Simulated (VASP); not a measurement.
VASP runs on ZnS (wurtzite) share one base input (PBE GGA, plane waves, VASP's PBE PAW potentials (set 64)) and change the settings named in each case.

### INCAR
```
SYSTEM = ZnS
PREC = Accurate
ENCUT = 400
EDIFF = 1E-6
NELM = 100
ALGO = Normal
LREAL = .FALSE.
LASPH = .TRUE.
ISMEAR = 0
SIGMA = 0.05
GGA = PE
LMAXMIX = 4
LWAVE = .FALSE.
LCHARG = .FALSE.
ISIF = 2
```

**POSCAR**
```
ZnS
1
    1.9100000000    -3.3082170000     0.0000000000
    1.9100000000     3.3082170000     0.0000000000
    0.0000000000     0.0000000000     6.2600000000
Zn S
2 2
Direct
  0.6666670000   0.3333330000   0.5000000000
  0.3333330000   0.6666670000   0.0000000000
  0.6666670000   0.3333330000   0.8750000000
  0.3333330000   0.6666670000   0.3750000000
```

**KPOINTS**
```
Automatic
0
G
6 6 3
0 0 0
```

POTCAR, in this order: Zn S (PBE.64 set). Program: vasp_std.

```
change                                                                              E(σ→0) (eV/atom)  pressure (GPa)
----------------------------------------------------------------------------------  ----------------  --------------
base run                                                                                     -3.4192            1.41
LDAU = .TRUE., LDAUJ = 0 0, LDAUL = 2 -1, LDAUTYPE = 2, LDAUU = 1.0 0                        -3.3766            1.17
LDAU = .TRUE., LDAUJ = 0 0, LDAUL = 2 -1, LDAUTYPE = 2, LDAUU = 2.0 0                        -3.3385            0.80
LDAU = .TRUE., LDAUJ = 0 0, LDAUL = 2 -1, LDAUTYPE = 2, LDAUU = 3.0 0                        -3.3049            0.44
LDAU = .TRUE., LDAUJ = 0 0, LDAUL = 2 -1, LDAUTYPE = 2, LDAUU = 4.0 0                        -3.2759            0.03
LDAU = .TRUE., LDAUJ = 0 0, LDAUL = 2 -1, LDAUTYPE = 2, LDAUU = 5.0 0                        -3.2515           -0.42
LDAU = .TRUE., LDAUJ = 0 0, LDAUL = 2 -1, LDAUTYPE = 2, LDAUU = 6.0 0                        -3.2318           -0.92
LDAU = .TRUE., LDAUJ = 0 0, LDAUL = 2 -1, LDAUTYPE = 2, LDAUU = 8.0 0                        -3.2073           -2.10
LDAU = .TRUE., LDAUJ = 0 0, LDAUL = 2 -1, LDAUTYPE = 2, LDAUU = 5.0 0, LMAXMIX = 2           -3.2515           -0.43
```
 Energies of different potentials or functionals have different zeros.

Left out are runs that ran out of time, are held back, or changed the cell or the kind of run, fixed moments of cells without a moment, rows past the twelfth, gaps on odd meshes, pressures of charged cells and columns that move by less than the noise.

The compound is ZnS in the wurtzite structure, the high-temperature form. The cell was not relaxed at this level.
